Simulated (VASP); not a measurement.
OSZICAR of a VASP run on Eu (bcc):

File OSZICAR:
```
       N       E                     dE             d eps       ncg     rms          rms(c)
DAV:   1     0.599996564770E+01    0.60000E+01   -0.34182E+03   960   0.681E+02
DAV:   2    -0.202905799101E+01   -0.80290E+01   -0.76878E+01  1336   0.886E+01
DAV:   3    -0.213953256266E+01   -0.11047E+00   -0.10113E+00  1160   0.701E+00
DAV:   4    -0.214219621403E+01   -0.26637E-02   -0.26617E-02  1488   0.123E+00
DAV:   5    -0.214220150700E+01   -0.52930E-05   -0.52931E-05  1176   0.423E-02    0.722E+00
DAV:   6    -0.215695515197E+01   -0.14754E-01   -0.11496E-03  1352   0.438E-01    0.431E+00
DAV:   7    -0.216566713591E+01   -0.87120E-02   -0.25712E-03  1288   0.621E-01    0.552E-02
DAV:   8    -0.216564157978E+01    0.25556E-04   -0.97805E-05  1512   0.893E-02    0.174E-02
DAV:   9    -0.216564160942E+01   -0.29640E-07   -0.75992E-06  1504   0.262E-02
   1 F= -.21656416E+01 E0= -.21658597E+01  d E =-.216564E+01
       N       E                     dE             d eps       ncg     rms          rms(c)
DAV:   1    -0.216694839761E+01   -0.13068E-02   -0.24979E-02  1000   0.164E+00    0.142E-01
DAV:   2    -0.216615148173E+01    0.79692E-03   -0.80507E-04  1376   0.288E-01    0.756E-02
DAV:   3    -0.216581904402E+01    0.33244E-03   -0.98851E-04  1384   0.305E-01    0.359E-02
DAV:   4    -0.216582047564E+01   -0.14316E-05   -0.10707E-05  1104   0.278E-02    0.116E-02
DAV:   5    -0.216582109820E+01   -0.62255E-06   -0.19805E-06  1400   0.139E-02
   2 F= -.21658211E+01 E0= -.21660601E+01  d E =-.179489E-03
       N       E                     dE             d eps       ncg     rms          rms(c)
DAV:   1    -0.216657064934E+01   -0.75017E-03   -0.15693E-02   992   0.130E+00    0.112E-01
DAV:   2    -0.216607076550E+01    0.49988E-03   -0.50679E-04  1368   0.229E-01    0.598E-02
DAV:   3    -0.216586260767E+01    0.20816E-03   -0.62168E-04  1384   0.242E-01    0.284E-02
DAV:   4    -0.216586374353E+01   -0.11359E-05   -0.65139E-06  1120   0.218E-02    0.959E-03
DAV:   5    -0.216586433418E+01   -0.59066E-06   -0.12361E-06  1216   0.108E-02
   3 F= -.21658643E+01 E0= -.21661190E+01  d E =-.222725E-03
```

Problem. Which electronic solver shows in the log?

Solution. It is blocked Davidson (ALGO = Normal, or the opening steps of other solvers). The INCAR had ALGO = Normal.

Problem. Can the final energy be trusted as converged?

Solution. The run converged. It stopped with EDIFF = 1E-6, NELM = 100, NSW = 60 and EDIFFG = -0.01 after 3 ionic steps (PBEsol GGA, plane waves, VASP's PBE PAW potentials (set 64)). The 4f electrons are frozen in the core of the lanthanide potential, so 4f levels, which can set the real gap, and their magnetism are missing.

The compound is Eu in the bcc structure. This run relaxes it. Symmetry was kept, so distortions that lower it aren't found. The start is the result of an earlier pass.
